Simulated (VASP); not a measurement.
Level of theory: PBE GGA, VASP's PBE PAW potentials (set 64) (plane waves; VASP).

The input files of a VASP run:

### KPOINTS
```
Automatic mesh
0
Gamma
9 9 2
0 0 0
```

### INCAR
```
# general
SYSTEM=SiC
PREC  =Accurate
ENCUT =520
LREAL =.FALSE.
LASPH =.TRUE.

# electronic loop
EDIFF =1E-7
NELM  =100
ALGO  =Normal

# smearing
ISMEAR=-5

# functional
GGA   =PE

# ions
ISIF  =2

# output
LWAVE =.FALSE.
LCHARG=.TRUE.
LORBIT=11
NEDOS =601

# other
LEFG  =.TRUE.
```

### POSCAR
```
SiC
3.093680
  0.5000000804  -0.8660254068   0.0000000000
  0.5000000804   0.8660254068   0.0000000000
  0.0000000000   0.0000000000   4.9069834331
Si C
6 6
Cart
  0.5000000804  -0.8660254068   4.9062237020
  0.0000000000   0.0000000000   2.4527319855
  0.5000000804  -0.2886757129   4.0879469759
  0.5000000804   0.2886757129   1.6344552594
  0.5000000804  -0.2886757129   0.8174971904
  0.5000000804   0.2886757129   3.2709889069
  0.5000000804   0.8660254068   4.2910446305
  0.5000000804  -0.8660254068   1.8375529140
  0.5000000804  -0.2886757129   3.4745893075
  0.5000000804   0.2886757129   1.0210975910
  0.5000000804  -0.2886757129   0.2041340605
  0.5000000804   0.2886757129   2.6576257771
```

POTCAR, in this order: Si C (PBE.64 set). Program: vasp_std.

The run wrote:

OUTCAR:
```
 ion  position               nearest neighbor table
   1  0.000  0.000  1.000-  11 1.90  11 1.90  11 1.90   7 1.90   5 3.10   5 3.10   5 3.10   3 3.10
                             3 3.10   3 3.10
   2  0.000  0.000  0.500-  12 1.90  12 1.90  12 1.90   8 1.90   6 3.10   6 3.10   6 3.10   4 3.10
                             4 3.10   4 3.10
   3  0.667  0.333  0.833-   7 1.89   7 1.89   7 1.89   9 1.90   6 3.09   6 3.09   6 3.09   1 3.10
                             1 3.10   1 3.10
   4  0.333  0.667  0.333-   8 1.89   8 1.89   8 1.89  10 1.90   5 3.09   5 3.09   5 3.09   2 3.10
                             2 3.10   2 3.10
   5  0.667  0.333  0.167-  10 1.89  10 1.89  10 1.89  11 1.90   4 3.09   4 3.09   4 3.09   1 3.10
                             1 3.10   1 3.10
   6  0.333  0.667  0.667-   9 1.89   9 1.89   9 1.89  12 1.90   3 3.09   3 3.09   3 3.09   2 3.10
                             2 3.10   2 3.10
   7  0.000  0.000  0.874-   3 1.89   3 1.89   3 1.89   1 1.90
   8  0.000  0.000  0.374-   4 1.89   4 1.89   4 1.89   2 1.90
   9  0.667  0.333  0.708-   6 1.89   6 1.89   6 1.89   3 1.90
  10  0.333  0.667  0.208-   5 1.89   5 1.89   5 1.89   4 1.90
  11  0.667  0.333  0.042-   1 1.90   1 1.90   1 1.90   5 1.90
  12  0.333  0.667  0.542-   2 1.90   2 1.90   2 1.90   6 1.90
  LATTYP: Found a hexagonal cell.
 ALAT       =     3.0936801324
 C/A-ratio  =     4.9069832230
 Subroutine PRICEL returns:
 Original cell was already a primitive cell.
 Subroutine GETGRP returns: Found 12 space group operations
The static configuration has the point symmetry C_3v.
 The point group associated with its full space group is C_6v.
The dynamic configuration has the point symmetry C_3v.
 Subroutine INISYM returns: Found 12 space group operations
 Subroutine IBZKPT returns following result:
 Found     24 irreducible k-points:

 Following reciprocal coordinates:
            Coordinates               Weight
  0.000000  0.000000  0.000000      1.000000
  0.111111 -0.000000  0.000000      6.000000
  0.222222  0.000000  0.000000      6.000000
  0.333333 -0.000000  0.000000      6.000000
  0.444444  0.000000  0.000000      6.000000
  0.111111  0.111111  0.000000      6.000000
...
```

File OSZICAR:
```
       N       E                     dE             d eps       ncg     rms          rms(c)
DAV:   1     0.144148796911E+03    0.14415E+03   -0.22065E+04  1488   0.138E+03
DAV:   2    -0.885979359449E+02   -0.23275E+03   -0.22207E+03  2005   0.232E+02
DAV:   3    -0.101038479200E+03   -0.12441E+02   -0.12359E+02  1824   0.549E+01
DAV:   4    -0.101271243223E+03   -0.23276E+00   -0.23229E+00  1825   0.832E+00
DAV:   5    -0.101277589525E+03   -0.63463E-02   -0.63439E-02  1810   0.131E+00    0.212E+01
DAV:   6    -0.906659028287E+02    0.10612E+02   -0.36771E+01  1712   0.240E+01    0.934E+00
DAV:   7    -0.904159810630E+02    0.24992E+00   -0.27870E+00  2016   0.697E+00    0.409E+00
DAV:   8    -0.903745477786E+02    0.41433E-01   -0.18379E-01  1775   0.197E+00    0.113E+00
DAV:   9    -0.903715845173E+02    0.29633E-02   -0.24165E-02  1817   0.787E-01    0.180E-01
DAV:  10    -0.903723151891E+02   -0.73067E-03   -0.21574E-03  1874   0.222E-01    0.888E-02
DAV:  11    -0.903724287230E+02   -0.11353E-03   -0.30150E-04  1796   0.105E-01    0.198E-02
DAV:  12    -0.903724317179E+02   -0.29950E-05   -0.13293E-05  1905   0.183E-02    0.735E-03
DAV:  13    -0.903724333482E+02   -0.16303E-05   -0.10286E-06  1803   0.549E-03    0.315E-03
DAV:  14    -0.903724335464E+02   -0.19824E-06   -0.40933E-08  1241   0.121E-03    0.127E-03
DAV:  15    -0.903724335377E+02    0.87684E-08   -0.22823E-08  1220   0.944E-04
   1 F= -.90372434E+02 E0= -.90372434E+02  d E =0.000000E+00
```

### OUTCAR
```
------------------------ aborting loop because EDIFF is reached ----------------------------------------
  FORCE on cell =-STRESS in cart. coord.  units (eV):
  Direction    XX          YY          ZZ          XY          YZ          ZX
  --------------------------------------------------------------------------------------
  Total        0.1795093      0.1795093      0.1492524      0.0000000      0.0000000     -0.0000000
  in kB        2.2857361      2.2857354      1.9004677      0.0000000      0.0000000     -0.0000000
  external PRESSURE =       2.1573131 kB  Pullay stress =       0.0000000 kB
  volume of cell :      125.83
      direct lattice vectors                 reciprocal lattice vectors
     1.546840249 -2.679205480  0.000000000     0.323239585 -0.186622491  0.000000000
     1.546840249  2.679205480  0.000000000     0.323239585  0.186622491  0.000000000
     0.000000000  0.000000000 15.180636507     0.000000000  0.000000000  0.065873391
  FREE ENERGIE OF THE ION-ELECTRON SYSTEM (eV)
  ---------------------------------------------------
  free  energy   TOTEN  =       -90.3724335377 eV

  energy  without entropy=      -90.3724335377  energy(sigma->0) =      -90.37243354

 total charge

# of ion       s       p       d       tot
------------------------------------------
    1        0.706   0.960   0.000   1.667
    2        0.706   0.960   0.000   1.667
    3        0.707   0.959   0.000   1.666
    4        0.707   0.959   0.000   1.666
    5        0.706   0.962   0.000   1.668
    6        0.706   0.962   0.000   1.668
    7        0.836   1.697   0.000   2.533
    8        0.836   1.697   0.000   2.533
    9        0.836   1.697   0.000   2.533
   10        0.836   1.697   0.000   2.533
   11        0.836   1.696   0.000   2.532
   12        0.836   1.696   0.000   2.532
--------------------------------------------------
tot          9.256  15.941   0.000  25.197
```
(Selected blocks of OUTCAR.)

The compound is SiC in the 6h structure. It was relaxed first.
